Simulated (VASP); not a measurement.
Consider the following.

```
Al
1.0
    8.07153     0.00000     0.00000
    0.00000     8.07153     0.00000
    0.00000     0.00000     8.07153
Al
32
Direct
  0.50000   0.00000   0.00000
  0.75000   0.25000   0.00000
  0.75000   0.00000   0.25000
  0.00000   0.00000   0.00000
  0.25000   0.25000   0.00000
  0.50000   0.50000   0.00000
  0.75000   0.75000   0.00000
  0.25000   0.00000   0.25000
  0.50000   0.25000   0.25000
  0.75000   0.50000   0.25000
  0.50000   0.00000   0.50000
  0.75000   0.25000   0.50000
  0.75000   0.00000   0.75000
  0.00000   0.50000   0.00000
  0.25000   0.75000   0.00000
  0.00000   0.25000   0.25000
  0.25000   0.50000   0.25000
  0.50000   0.75000   0.25000
  0.00000   0.00000   0.50000
  0.25000   0.25000   0.50000
  0.50000   0.50000   0.50000
  0.75000   0.75000   0.50000
  0.25000   0.00000   0.75000
  0.50000   0.25000   0.75000
  0.75000   0.50000   0.75000
  0.00000   0.75000   0.25000
  0.00000   0.50000   0.50000
  0.25000   0.75000   0.50000
  0.00000   0.25000   0.75000
  0.25000   0.50000   0.75000
  0.50000   0.75000   0.75000
  0.00000   0.75000   0.75000
```

Calculation: PBE GGA, VASP's PBE PAW potentials (set 64) (plane waves; VASP). Settings: PREC = Normal, LREAL = Auto, EDIFF = 1E-5, 400 eV cut-off, 3×3×3 Γ-centred mesh, first-order Methfessel-Paxton smearing of 0.10 eV, potentials Al.

**Question.** Estimate the energy per atom (σ→0).

**Answer.** 
| Item | Result |
|---|---|
| energy per atom (σ→0) | -3.766 eV/atom |

Only differences to runs with the same potentials and settings are physical.

The cell is a supercell, built from Al (fcc).
